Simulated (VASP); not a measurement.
Input:

```
CELL_PARAMETERS angstrom
      0.00000     2.27476     2.27476
      2.27476     0.00000     2.27476
      2.27476     2.27476     0.00000
ATOMIC_POSITIONS crystal
  Zr 0.00000 0.00000 0.00000
  N  0.50000 0.50000 0.50000
```

All values below come from AM05 GGA, VASP's PBE PAW potentials (set 64) (plane waves; VASP 6.6.1). Settings: 520 eV cut-off, 14×14×14 Γ-centred mesh, first-order Methfessel-Paxton smearing of 0.10 eV, potentials Zr_sv N.

Problem. Estimate the energy per atom (σ→0), band gap (on the k-mesh) with the smallest direct gap where there is one.

Solution. 
```json
{
 "band gap (on the k-mesh)": "none (metal, semimetal or under 0.01 eV)",
 "energy per atom (σ→0)": "-10.523 eV/atom"
}
```

The absolute energy has meaning only against runs of the same code, potentials and settings.

The compound is ZrN in the rock salt structure. It was relaxed first. The electron count is odd and the run is not spin-polarised, which forces a metal.
